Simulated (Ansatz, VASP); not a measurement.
**GaF in VASP and in Ansatz**

```xyz
2
Lattice="0.0000 2.8271 2.8271 2.8271 0.0000 2.8271 2.8271 2.8271 0.0000" Properties=species:S:1:pos:R:3 pbc="T T T"
Ga    1.4136    1.4136    1.4136
F     0.0000    0.0000    0.0000
```

The cell was built by a generator and needn't be a form met in nature.

Alike in both runs: task single point; functional PBE; k mesh 8 × 8 × 8; occupations fermi-dirac, width 0.05 eV; no spin polarisation.

```csv
,VASP,Ansatz
version,VASP 6.6.1,Ansatz 0.2.0
potentials or method,"VASP PAW PBE potentials, release 64 (Ga_d, F)",Ansatz PAW
plane-wave cutoff (eV),520,420
valence electrons in the cell,20,20
```

|  | VASP | Ansatz | Ansatz less VASP |
| --- | --- | --- | --- |
| gap on the k mesh at the Fermi level (eV) | 2.19 | 2.19 | +0.005 |
| least direct gap on the mesh (eV) | 2.20 | 2.20 | +0.004 |
| pressure (GPa) | 0.4 | 0.5 | +0.10 |

A k mesh can miss the band edges. A hybrid or GW would open this gap; PBE tends to underestimate it.
